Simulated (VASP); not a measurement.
Output of a VASP run:

### OSZICAR
```
       N       E                     dE             d eps       ncg     rms          rms(c)
DAV:   1     0.633988276007E+02    0.63399E+02   -0.63441E+03 11856   0.115E+03
DAV:   2    -0.406596737716E+01   -0.67465E+02   -0.61619E+02 12768   0.243E+02
DAV:   3    -0.112080701941E+02   -0.71421E+01   -0.70291E+01 22516   0.536E+01
DAV:   4    -0.113162487866E+02   -0.10818E+00   -0.10792E+00 13752   0.938E+00
DAV:   5    -0.113189418308E+02   -0.26930E-02   -0.26928E-02 17936   0.115E+00    0.571E+00
DAV:   6    -0.110649780422E+02    0.25396E+00   -0.28453E+00 13188   0.173E+01    0.237E+00
DAV:   7    -0.108897123220E+02    0.17527E+00   -0.46278E-01 13044   0.737E+00    0.844E-01
DAV:   8    -0.108769840489E+02    0.12728E-01   -0.29041E-02 16036   0.120E+00    0.362E-01
DAV:   9    -0.108754896505E+02    0.14944E-02   -0.10854E-02 14664   0.998E-01    0.764E-02
DAV:  10    -0.108755275465E+02   -0.37896E-04   -0.26916E-04 15504   0.155E-01    0.281E-02
DAV:  11    -0.108755334642E+02   -0.59177E-05   -0.39334E-05 15012   0.575E-02    0.794E-03
DAV:  12    -0.108755336823E+02   -0.21815E-06   -0.16555E-06 12216   0.122E-02
   1 F= -.10875534E+02 E0= -.10860414E+02  d E =-.302402E-01
```

### OUTCAR
```
------------------------ aborting loop because EDIFF is reached ----------------------------------------
  FORCE on cell =-STRESS in cart. coord.  units (eV):
  Direction    XX          YY          ZZ          XY          YZ          ZX
  --------------------------------------------------------------------------------------
  Total       -0.7298386     -1.1494515     -1.1710291      0.1056857      0.0034268     -0.0139544
  in kB      -28.4929794    -44.8747124    -45.7171037      4.1259829      0.1337841     -0.5447807
  external PRESSURE =     -39.6949318 kB  Pullay stress =       0.0000000 kB
  volume of cell :       41.04
      direct lattice vectors                 reciprocal lattice vectors
     4.205120000  0.000000000  0.000000000     0.237805342  0.137296969  0.000000000
    -2.102560000  3.641741000  0.000000000     0.000000000  0.274593937  0.000000000
     0.000000000  0.000000000  2.679860000     0.000000000  0.000000000  0.373153821
 POSITION                                       TOTAL-FORCE (eV/Angst)
 -----------------------------------------------------------------------------------
     -0.04489      2.37970      1.34378         0.222547      0.244698     -0.040495
      2.10436      1.26600      1.36449        -0.067236     -0.270435     -0.031056
     -2.05946      3.63779      2.65144        -0.155312      0.025736      0.071551
 -----------------------------------------------------------------------------------
    total drift:                               -0.000018     -0.000203      0.000457
  FREE ENERGIE OF THE ION-ELECTRON SYSTEM (eV)
  ---------------------------------------------------
  free  energy   TOTEN  =       -10.8755336823 eV

  energy  without entropy=      -10.8452934958  energy(sigma->0) =      -10.86041359
```
(Selected blocks of OUTCAR.)

File POSCAR:
```
Li2Pd
1
    4.2051200000     0.0000000000     0.0000000000
   -2.1025600000     3.6417410000     0.0000000000
    0.0000000000     0.0000000000     2.6798600000
Li Pd
2 1
Direct
  0.3160500000   0.6534500000   0.5014380000
  0.6742450000   0.3476350000   0.5091660000
  0.0097060000  -0.0010850000  -0.0106040000
```

Question: Reconstruct the remaining input files.

Answer: This is not unique; one that fits is the input of the run itself, PBEsol GGA, plane waves, VASP's PBE PAW potentials (set 64).

File KPOINTS:
```
K-points
0
gamma
9 9 12
```

**INCAR**
```
# general
SYSTEM  = Li2Pd
PREC    = Accurate
ENCUT   = 400
LREAL   = .FALSE.
LASPH   = .TRUE.   # aspherical one-centre terms

# electronic loop
EDIFF   = 1E-6
NELM    = 100   # most electronic steps
ALGO    = Normal
LMAXMIX = 4

# smearing
ISMEAR  = -1
SIGMA   = 0.1   # width (eV)

# functional
GGA     = PS

# ions
ISIF    = 2   # forces and stress, cell fixed

# output
LWAVE   = .FALSE.
LCHARG  = .FALSE.
```

POTCAR, in this order: Li_sv Pd (PBE.64 set). Program: vasp_std.

At this cut-off the stress carries a Pulay error, which pulls relaxed volumes low.

The structure comes from a computed database's Li2Pd entry (P6/mmm); how it stands against other phases isn't given here. The cell was not relaxed at this level, atoms are displaced from their ideal sites.
